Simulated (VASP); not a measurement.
Calculation: PBEsol GGA, VASP's PBE PAW potentials (set 64) (plane waves; VASP).

VASP input:

### INCAR
```
SYSTEM=CuZn
PREC=Accurate; ENCUT=500; LREAL=F
LASPH=T
EDIFF=1E-6; NELM=100; ALGO=Normal
LMAXMIX=4
ISMEAR=1; SIGMA=0.1
GGA=PS
IBRION=2; NSW=40; ISIF=3
EDIFFG=-0.02; PSTRESS=450
LWAVE=F; LCHARG=F
```

File KPOINTS:
```
Regular mesh
0
gamma
  13 13 13
```

POSCAR:
```
CuZn
1
    2.7691192926     0.0000000000     0.0000000000
    0.0000000000     2.7691192926     0.0000000000
   -0.0000000000    -0.0000000000     2.7691192926
Zn Cu
1 1
Direct
  0.5000000000   0.5000000000   0.5000000000
  0.0000000000   0.0000000000   0.0000000000
```

POTCAR, in this order: Zn Cu (PBE.64 set). Program: vasp_std.

What VASP printed:

OUTCAR:
```
 ion  position               nearest neighbor table
   1  0.500  0.500  0.500-   2 2.40   2 2.40   2 2.40   2 2.40   2 2.40   2 2.40   2 2.40   2 2.40
  LATTYP: Found a simple cubic cell.
 ALAT       =     2.7691192926
 Subroutine PRICEL returns:
 Original cell was already a primitive cell.
 Subroutine GETGRP returns: Found 48 space group operations
The static configuration has the point symmetry O_h .
The dynamic configuration has the point symmetry O_h .
 Subroutine INISYM returns: Found 48 space group operations
 Subroutine IBZKPT returns following result:
 Found     84 irreducible k-points:

 Following reciprocal coordinates:
            Coordinates               Weight
  0.000000  0.000000  0.000000      1.000000
  0.076923  0.000000  0.000000      6.000000
  0.153846  0.000000  0.000000      6.000000
  0.230769  0.000000  0.000000      6.000000
  0.307692  0.000000  0.000000      6.000000
  0.384615  0.000000  0.000000      6.000000
  0.461538  0.000000  0.000000      6.000000
  0.076923  0.076923  0.000000     12.000000
  0.153846  0.076923  0.000000     24.000000
  0.230769  0.076923  0.000000     24.000000
  0.307692  0.076923  0.000000     24.000000
  0.384615  0.076923  0.000000     24.000000
  0.461538  0.076923  0.000000     24.000000
  0.153846  0.153846  0.000000     12.000000
  0.230769  0.153846  0.000000     24.000000
  0.307692  0.153846  0.000000     24.000000
  0.384615  0.153846  0.000000     24.000000
  0.461538  0.153846  0.000000     24.000000
  0.230769  0.230769  0.000000     12.000000
  0.307692  0.230769  0.000000     24.000000
  0.384615  0.230769  0.000000     24.000000
  0.461538  0.230769  0.000000     24.000000
  0.307692  0.307692  0.000000     12.000000
  0.384615  0.307692  0.000000     24.000000
  0.461538  0.307692  0.000000     24.000000
...
```

File OSZICAR:
```
       N       E                     dE             d eps       ncg     rms          rms(c)
DAV:   1     0.105759956667E+03    0.10576E+03   -0.11319E+04  2688   0.260E+03
DAV:   2    -0.433268531326E+01   -0.11009E+03   -0.10727E+03  2534   0.330E+02
DAV:   3    -0.725544343981E+01   -0.29228E+01   -0.29142E+01  3136   0.727E+01
DAV:   4    -0.727203537649E+01   -0.16592E-01   -0.16591E-01  2933   0.473E+00
DAV:   5    -0.727223706863E+01   -0.20169E-03   -0.20169E-03  3274   0.556E-01    0.121E+01
DAV:   6    -0.669810767878E+01    0.57413E+00   -0.18442E+01  2728   0.125E+02    0.577E+00
DAV:   7    -0.582894999743E+01    0.86916E+00   -0.42076E+00  2788   0.129E+02    0.331E+00
DAV:   8    -0.582100175733E+01    0.79482E-02   -0.19476E-01  2668   0.631E+00    0.169E+00
DAV:   9    -0.580799272503E+01    0.13009E-01   -0.16834E-02  3490   0.319E+00    0.167E-01
DAV:  10    -0.580790132646E+01    0.91399E-04   -0.12176E-03  4081   0.909E-01    0.402E-02
DAV:  11    -0.580789483769E+01    0.64888E-05   -0.12230E-04  3431   0.420E-01    0.939E-03
DAV:  12    -0.580789405798E+01    0.77972E-06   -0.11749E-05  3352   0.101E-01    0.436E-03
DAV:  13    -0.580789365615E+01    0.40182E-06   -0.55199E-07  1449   0.221E-02
   1 F= 0.15595931E+00 E0= 0.15579951E+00  d E =0.155959E+00
       N       E                     dE             d eps       ncg     rms          rms(c)
DAV:   1    -0.135933430602E+02   -0.77854E+01   -0.10246E+02  2520   0.236E+02    0.246E+01
DAV:   2    -0.697039592850E+01    0.66229E+01   -0.54996E+01  2562   0.223E+02    0.812E+00
DAV:   3    -0.516191179349E+01    0.18085E+01   -0.91449E+00  2712   0.213E+02    0.485E+00
DAV:   4    -0.491179941910E+01    0.25011E+00   -0.91872E-01  3945   0.296E+01    0.219E+00
DAV:   5    -0.481442359610E+01    0.97376E-01   -0.39558E-02  3883   0.466E+00    0.285E-01
DAV:   6    -0.481445142975E+01   -0.27834E-04   -0.41079E-03  4092   0.166E+00    0.123E-01
DAV:   7    -0.481449718344E+01   -0.45754E-04   -0.29627E-04  3949   0.361E-01    0.307E-02
DAV:   8    -0.481448944450E+01    0.77389E-05   -0.75448E-05  2660   0.222E-01    0.684E-03
DAV:   9    -0.481448863116E+01    0.81335E-06   -0.33305E-06  2676   0.532E-02
   2 F= 0.32762285E+00 E0= 0.32747218E+00  d E =0.171664E+00
       N       E                     dE             d eps       ncg     rms          rms(c)
DAV:   1    -0.908868775499E+01   -0.42742E+01   -0.53281E+01  2520   0.202E+02    0.136E+01
DAV:   2    -0.621544851989E+01    0.28732E+01   -0.15083E+01  2548   0.109E+02    0.420E+00
DAV:   3    -0.580595970370E+01    0.40949E+00   -0.28699E+00  2711   0.591E+01    0.417E+00
DAV:   4    -0.562450627893E+01    0.18145E+00   -0.31988E-01  3229   0.228E+01    0.151E+00
DAV:   5    -0.557968535186E+01    0.44821E-01   -0.25999E-02  4160   0.269E+00    0.117E-01
DAV:   6    -0.557953708226E+01    0.14827E-03   -0.19318E-03  3518   0.116E+00    0.383E-02
DAV:   7    -0.557958619656E+01   -0.49114E-04   -0.62092E-05  3839   0.164E-01    0.158E-02
DAV:   8    -0.557959039136E+01   -0.41948E-05   -0.27565E-05  3534   0.144E-01    0.450E-03
DAV:   9    -0.557958975284E+01    0.63852E-06   -0.14648E-06  1563   0.424E-02
   3 F= 0.10600053E+00 E0= 0.10580551E+00  d E =-.499588E-01
       N       E                     dE             d eps       ncg     rms          rms(c)
DAV:   1    -0.557339653384E+01    0.61939E-02   -0.72879E-03  2520   0.219E+00    0.180E-01
DAV:   2    -0.557299183020E+01    0.40470E-03   -0.32180E-03  2555   0.165E+00    0.657E-02
DAV:   3    -0.557288549895E+01    0.10633E-03   -0.69246E-04  2678   0.105E+00    0.490E-02
DAV:   4    -0.557286126528E+01    0.24234E-04   -0.51833E-05  3577   0.266E-01    0.188E-02
DAV:   5    -0.557285446605E+01    0.67992E-05   -0.35828E-06  2653   0.384E-02    0.115E-03
DAV:   6    -0.557285445639E+01    0.96602E-08   -0.94785E-07  1463   0.172E-02
   4 F= 0.10594589E+00 E0= 0.10575074E+00  d E =-.500134E-01
```

OUTCAR:
```
------------------------ aborting loop because EDIFF is reached ----------------------------------------
  FORCE on cell =-STRESS in cart. coord.  units (eV):
  Direction    XX          YY          ZZ          XY          YZ          ZX
  --------------------------------------------------------------------------------------
  Total        5.6496228      5.6496228      5.6496228     -0.0000000      0.0000000      0.0000000
  in kB      447.6879114    447.6879114    447.6879114     -0.0000000      0.0000000      0.0000000
  external PRESSURE =      -2.3120886 kB  Pullay stress =     450.0000000 kB
  volume of cell :       20.22
      direct lattice vectors                 reciprocal lattice vectors
     2.724278834 -0.000000000  0.000000000     0.367069621  0.000000000 -0.000000000
    -0.000000000  2.724278834  0.000000000     0.000000000  0.367069621 -0.000000000
     0.000000000  0.000000000  2.724278834    -0.000000000 -0.000000000  0.367069621
 POSITION                                       TOTAL-FORCE (eV/Angst)
 -----------------------------------------------------------------------------------
      1.36214      1.36214      1.36214        -0.000000     -0.000000      0.000000
      0.00000      0.00000      0.00000         0.000000      0.000000      0.000000
 -----------------------------------------------------------------------------------
    total drift:                               -0.000000      0.000000      0.000000
  FREE ENERGIE OF THE ION-ELECTRON SYSTEM (eV)
  ---------------------------------------------------
  free  energy   TOTEN  =        -5.5728544564 eV

  energy  without entropy=       -5.5734398963  energy(sigma->0) =       -5.57304960
  enthalpy is  TOTEN    =         0.1059458909 eV   P V=        5.6788003473

 reached required accuracy - stopping structural energy minimisation
```
(Selected blocks of OUTCAR.)

CONTCAR:
```
CuZn
   1.00000000000000
     2.7242788344803421   -0.0000000000000000    0.0000000000000000
    -0.0000000000000000    2.7242788344803421    0.0000000000000000
     0.0000000000000000    0.0000000000000000    2.7242788344803421
  Zn              Cu
     1     1
Direct
     0.5000000000000000    0.5000000000000000    0.5000000000000000
     0.0000000000000000    0.0000000000000000    0.0000000000000000
```

Energy and stress use the plane-wave basis of the starting cell.

The compound is CuZn in the CsCl type structure. This run relaxes it under an external pressure of 45 GPa. Symmetry was kept, so distortions that lower it aren't found. The electron count is odd and the run is not spin-polarised, which forces a metal.
